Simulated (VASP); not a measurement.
Input:

```yaml
crystal:
  lattice:
    - [3.33314, 0.00000, 0.00000]
    - [0.00000, 3.33314, 0.00000]
    - [0.00000, 0.00000, 3.33314]
  atoms:
    - { symbol: Ga, position: [0.00000, 0.00000, 0.00000] }
    - { symbol: As, position: [0.50000, 0.50000, 0.50000] }
```

Calculation: r2SCAN meta-GGA, VASP's PBE PAW potentials (set 64) (plane waves; VASP 6.6.1). Run with 400 eV cut-off, 12×12×12 Γ-centred mesh, tetrahedra with Blöchl corrections, potentials Ga_d As.

**Question.** Give the energies of bands 7 to 12 at the high-symmetry points, in eV from the Fermi level.

**Answer.** 
```csv
band,Γ,X,M,R
7,-1.91,-8.79,-5.59,-2.85
8,-0.80,1.36,-5.59,-2.85
9,-0.80,1.36,-4.91,-2.85
10,-0.80,3.17,2.34,-2.23
11,5.20,3.66,7.43,-0.47
12,5.20,4.96,7.67,-0.47
```

It has no gap at this level: it comes out as a metal or semimetal.

The structure was generated: GaAs was put into the CsCl type (Pm-3m), which need not be its known phase. It was relaxed first, which changed the volume by +25 %. VASP warned that the highest band is occupied, so more bands are needed.
